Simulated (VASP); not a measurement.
Consider the following.

```yaml
crystal:
  lattice:
    - [1.86660, -3.23305, 0.00000]
    - [1.86660, 3.23305, 0.00000]
    - [0.00000, 0.00000, 5.93640]
  atoms:
    - { symbol: Zr, position: [0.00000, 0.00000, 0.00000] }
    - { symbol: S, position: [0.33333, 0.66667, 0.25000] }
    - { symbol: S, position: [0.66667, 0.33333, 0.75000] }
```

The numbers are results of PBE GGA with D4 dispersion, VASP's PBE PAW potentials (set 64) (plane waves; VASP 6.6.1), not measurements. Numerical set-up: 400 eV cut-off, 6×6×4 Γ-centred mesh, Gaussian smearing of 0.050 eV, potentials Zr_sv S.

Task: Which forces act on the atoms, in eV/Å?

Result: 
```csv
atom,Fx,Fy,Fz
Zr1,0.000,0.000,0.000
S2,0.000,0.000,-0.673
S3,0.000,0.000,0.673
```

Task: Give the stress tensor in GPa (positive for a compressed cell).

Result: 
```
-5.86   0.00   0.00
 0.00  -5.86   0.00
 0.00   0.00  -4.90
```
The pressure is its mean diagonal, -5.54 GPa.

The compound is ZrS2 in the 1T layered structure. The cell was not relaxed at this level. The run is one of a series of settings (IVDW = 13 against the base run), some of them coarse on purpose.
